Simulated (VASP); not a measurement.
Consider the following.

```
CELL_PARAMETERS angstrom
      4.49125     0.00000     0.00000
      0.00000     4.49125     0.00000
      0.00000     0.00000     5.65935
ATOMIC_POSITIONS crystal
  As 0.50000 0.00000 0.23680
  As 0.00000 0.50000 0.76320
  Sb 0.00000 0.00000 0.00000
  Sb 0.50000 0.50000 0.00000
```

The numbers are results of PBE GGA, VASP's PBE PAW potentials (set 64) (plane waves; VASP), not measurements. Run with 300 eV cut-off, 4×4×3 Γ-centred mesh, Gaussian smearing of 0.27 eV, potentials As Sb.

Give the force on each atom (eV/Å).

```
atom     Fx     Fy      Fz
----  -----  -----  ------
As1   0.000  0.000   1.839
As2   0.000  0.000  -1.839
Sb3   0.000  0.000   0.000
Sb4   0.000  0.000   0.000
```

Give the stress tensor in GPa (positive for a compressed cell).

```
24.68   0.00   0.00
 0.00  24.68   0.00
 0.00   0.00   6.09
```
The pressure is its mean diagonal, 18.48 GPa.

The structure was generated: SbAs was put into an ordered model structure, which need not be its known phase. The cell was not relaxed at this level. The k-mesh is coarse (spacing up to 0.37 per Å, 2π included), so the numbers may not be converged in it.
